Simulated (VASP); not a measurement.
Input:

```
CELL_PARAMETERS angstrom
      2.10127    -5.83139     0.00000
      2.10127     5.83139     0.00000
      0.00000     0.00000     4.36539
ATOMIC_POSITIONS crystal
  Pb 0.62541 0.37459 0.75000
  Pb 0.37459 0.62541 0.25000
  Se 0.86549 0.13451 0.75000
  Se 0.13451 0.86549 0.25000
```

Method: LDA (Ceperley-Alder, Perdew-Zunger), VASP's LDA PAW potentials (set 64) (plane waves; VASP). Numerical set-up: 400 eV cut-off, Gaussian smearing of 0.050 eV, potentials Pb_d Se.

Unless said otherwise, spin-orbit coupling is left out, though it shifts the bands of the heavy elements here.

### Question
Give the energies of bands 14 to 23 at the high-symmetry points, in eV from the valence-band maximum.

### Answer

| band | Γ | Y | C0 | Z | A0 | T | S | R |
|---|---|---|---|---|---|---|---|---|
| 14 | -6.42 | -6.29 | -7.62 | -8.17 | -7.74 | -8.75 | -7.86 | -7.62 |
| 15 | -4.87 | -3.06 | -2.90 | -3.26 | -4.80 | -1.36 | -2.49 | -4.68 |
| 16 | -3.43 | -2.81 | -1.48 | -3.26 | -4.80 | -1.36 | -2.26 | -4.68 |
| 17 | -2.46 | -2.42 | -1.39 | -1.16 | -3.19 | -1.05 | -1.60 | -3.76 |
| 18 | -2.08 | -1.67 | -1.27 | -1.16 | -3.19 | -1.05 | -1.18 | -3.76 |
| 19 | -1.61 | -1.37 | -0.74 | -0.12 | -1.59 | -0.74 | -0.76 | -1.48 |
| 20 | -0.72 | -0.92 | -0.60 | -0.12 | -1.59 | -0.74 | -0.41 | -1.48 |
| 21 | 4.09 | 0.85 | 1.02 | 1.18 | 2.85 | 1.15 | 1.26 | 2.82 |
| 22 | 4.17 | 4.02 | 1.14 | 1.18 | 2.85 | 1.15 | 1.31 | 2.82 |
| 23 | 4.62 | 4.03 | 1.15 | 2.01 | 5.48 | 2.67 | 1.34 | 5.55 |

The gap is direct, 0.60 eV, from the valence maximum at Σ0-Γ at 0.29 to the conduction minimum at Σ0-Γ at 0.29.

The structure comes from a computed database's PbSe entry (Cmcm); how it stands against other phases isn't given here. It was relaxed first, which changed the volume by -9 %.
